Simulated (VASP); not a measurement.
Energy against volume of Hf (hcp). Method: optB86b-vdW, VASP's PBE PAW potentials (set 64) (plane waves; VASP). Settings: 520 eV cut-off, 13×13×7 Γ-centred mesh, first-order Methfessel-Paxton smearing of 0.10 eV, potentials Hf_pv.

Shape and ions are relaxed at each volume.

| V (Å³/atom) | E (eV/atom) |
|---|---|
| 21.235 | -7.61269 |
| 21.891 | -7.62025 |
| 22.548 | -7.61380 |
| 23.205 | -7.59500 |

Question: Fit these four points and predict the energy of the run at 20.578 Å³/atom.

Answer: A cubic in V^(−2/3), the third-order Birch-Murnaghan form, passes through the four points with V0 = 21.90 Å³/atom and B0 = 114 GPa, and gives -7.5892 eV/atom there. The run gave -7.5893 eV/atom, -0.1 meV/atom from the fit; all five points give B0 = 114 GPa.

The compound is Hf in the hcp structure. It was relaxed first.
